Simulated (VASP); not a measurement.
Data:

```yaml
crystal:
  lattice:
    - [0.00000, 3.06359, 3.06359]
    - [3.06359, 0.00000, 3.06359]
    - [3.06359, 3.06359, 0.00000]
  atoms:
    - { symbol: Ga, position: [0.00000, 0.00000, 0.00000] }
    - { symbol: Sb, position: [0.25000, 0.25000, 0.25000] }
```

Level of theory: r2SCAN meta-GGA, VASP's PBE PAW potentials (set 64) (plane waves; VASP). Numerical set-up: 400 eV cut-off, 8×8×8 Γ-centred mesh, tetrahedra with Blöchl corrections, potentials Ga_d Sb.

Unless said otherwise, spin-orbit coupling is left out, though it shifts the bands of the heavy elements here.

### Question
Estimate the energy per atom (σ→0), band gap (over mesh and band path) with the smallest direct gap where there is one.

### Answer

```yaml
band gap (over mesh and band path): 0.41 eV
smallest direct gap (over mesh and band path): 0.41 eV
energy per atom (σ→0): -18.799 eV/atom
```

The absolute energy has meaning only against runs of the same code, potentials and settings.

The compound is GaSb in the zinc blende structure. It was relaxed first.
